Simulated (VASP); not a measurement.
Given:

```
RhB
1.0
   -1.38324     1.38324     4.68295
    1.38324    -1.38324     4.68295
    1.38324     1.38324    -4.68295
Rh B
2 2
Cartesian
  0.00000   0.00000   7.02443
  0.00000   1.38324   0.00000
  0.00000   0.00000   1.55474
  0.00000   1.38324   3.89622
```

These are PBE GGA, VASP's PBE PAW potentials (set 64) (plane waves; VASP) values and carry that method's errors. Settings: 520 eV cut-off, 14×14×14 Γ-centred mesh, first-order Methfessel-Paxton smearing of 0.10 eV, potentials Rh_pv B.

**Question.** Give the stress tensor in GPa (positive for a compressed cell).

**Answer.** 
```
49.88   0.00   0.00
 0.00  49.88   0.00
 0.00   0.00  70.25
```
The pressure is its mean diagonal, 56.67 GPa.

The structure was generated: BRh was put into the NbAs type (I4_1md), which need not be its known phase. The cell was not relaxed at this level.
